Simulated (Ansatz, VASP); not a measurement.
Two plane-wave programs on SbAs

File INCAR:

```
SYSTEM = SbAs
ALGO     = Normal         ! electronic algorithm
EDIFF    = 1E-7           ! SCF threshold, eV
ENCUT    = 520            ! plane-wave cutoff, eV
GGA      = CA             ! functional
ISIF     = 2              ! what is computed and relaxed
ISMEAR   = 0              ! smearing method
LASPH    = .True.         ! aspherical terms in the spheres
LCHARG   = .False.        ! write CHGCAR
LREAL    = .False.        ! projectors in reciprocal space
LWAVE    = .False.        ! write WAVECAR
NBANDS   = 12             ! bands
NELM     = 80             ! most SCF steps
PREC     = Accurate       ! precision mode
SIGMA    = 0.1            ! smearing width, eV
```

The input KPOINTS:

```
k-points
0
Gamma
  6 6 6
  0 0 0
```

Contents of POSCAR:

```
SbAs
1.0
    2.0327141219      1.1735880455      3.7165943000
   -2.0327141219      1.1735880455      3.7165943000
    0.0000000000     -2.3471760909      3.7165943000
Sb As
1 1
Direct
    0.2290984100      0.2290984100      0.2290984100
    0.7708995900      0.7708995900      0.7708995900
```

Input for Ansatz:

```yaml
crystal:
  lattice:
    - [2.0327141219, 1.1735880455, 3.7165943]
    - [-2.0327141219, 1.1735880455, 3.7165943]
    - [0.0, -2.3471760909, 3.7165943]
  atoms:
    - { symbol: Sb, position: [0.22909841, 0.22909841, 0.22909841] }
    - { symbol: As, position: [0.77089959, 0.77089959, 0.77089959] }
basis:
  ecutwfc: 420
kpoints:
  mp_grid: { grid: [6, 6, 6] }
hamiltonian:
  xc: lda
scf:
  occupations: { method: gaussian, width: 0.1 }
output:
  forces: true
  stress: true
  eigenvalues: true
```

The cell is a database's computed one.

Alike in both runs: task single point; functional LDA; k mesh 6 × 6 × 6; occupations gaussian, width 0.1 eV; no spin polarisation.

|  | VASP | Ansatz |
| --- | --- | --- |
| version | VASP 6.6.1 | Ansatz 0.2.0 |
| potentials or method | VASP PAW LDA potentials, release 64 (Sb, As) | scalar-relativistic, plane waves, PAW |
| plane-wave cutoff (eV) | 520 | 420 |
| valence electrons in the cell | 10 | 30 |

Ansatz gave:

- gap on the k mesh at the Fermi level (eV): none
- pressure (GPa): -3.2
- largest component of the traceless stress (GPa): 0.52
- rms of the force components (eV/Å): 0.030

Problem. What did VASP give for the same quantities?

Solution. gap on the k mesh at the Fermi level (eV): none; pressure (GPa): -2.9; largest component of the traceless stress (GPa): 0.60; rms of the force components (eV/Å): 0.007.

Atom by atom the forces differ by 0.037 eV/Å (rms over components). A gap of «none» marks a metal or a gap that the smearing closes. The two sets of potentials don't hold the same shells in valence.

Spin-orbit coupling is left out, which matters for the levels of Sb.
